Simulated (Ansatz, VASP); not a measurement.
TaOs3 in VASP and in Ansatz

File INCAR:

```
SYSTEM = TaOs3
PREC = Accurate ; ENCUT = 520
EDIFF = 1E-7 ; ISMEAR = 1
SIGMA = 0.3 ; LREAL = .FALSE.
LASPH = .TRUE. ; NELM = 100
ALGO = Normal ; ISIF = 2
LWAVE = .FALSE. ; LCHARG = .FALSE.
GGA = CA ; NBANDS = 26
```

Contents of KPOINTS:

```
Automatic mesh
0
G
  9 9 3
  0 0 0
```

The input POSCAR:

```
TaOs3
1.0
    2.7876500000      0.0000000000      0.0000000000
   -1.3938200000      2.4141700000      0.0000000000
    0.0000000000      0.0000000000      9.0869900000
Ta Os
1 3
Direct
    0.6666666667      0.3333333333      0.0000000000
    0.6666666667      0.3333333333      0.5000000000
    0.3333333333      0.6666666667      0.2647900000
    0.3333333333      0.6666666667      0.7352100000
```

Input for Ansatz:

```yaml
crystal:
  lattice:
    - [2.78765, 0.0, 0.0]
    - [-1.39382, 2.41417, 0.0]
    - [0.0, 0.0, 9.08699]
  atoms:
    - { symbol: Ta, position: [0.6666666666666666, 0.3333333333333333, 0.0] }
    - { symbol: Os, position: [0.6666666666666666, 0.3333333333333333, 0.5] }
    - { symbol: Os, position: [0.3333333333333333, 0.6666666666666666, 0.26479] }
    - { symbol: Os, position: [0.3333333333333333, 0.6666666666666666, 0.73521] }
kpoints:
  mp_grid:
    grid: [9, 9, 3]
    shift: [0.0, 0.0, 0.0]
hamiltonian:
  xc: lda
scf:
  occupations:
    method: methfessel_paxton
    width: 0.3
output:
  stress: true
```

The cell comes from a database or a generator and needn't be the stable form of this composition.

Alike in both runs: task single point; functional LDA; k mesh 9 × 9 × 3; occupations methfessel-paxton of order 1, width 0.3 eV; no spin polarisation.

```csv
,VASP,Ansatz
version,VASP 6.6.1,Ansatz 0.2.0
potentials or method,"VASP PAW LDA potentials, release 64 (Ta_pv, Os)","plane waves, PAW"
plane-wave cutoff (eV),520,420
valence electrons in the cell,35,61
```

|  | VASP | Ansatz | Ansatz less VASP |
| --- | --- | --- | --- |
| pressure (GPa) | -15.8 | -16.3 | -0.60 |
| largest component of the traceless stress (GPa) | 1.23 | 1.39 | +0.164 |

The two sets of potentials don't hold the same shells in valence.

Caveats: so large a pressure means that the cell lies far from this level's equilibrium, or that cutoff or potentials fall short (VASP). The runs have no spin-orbit coupling, so splittings on Os, Ta are missing.
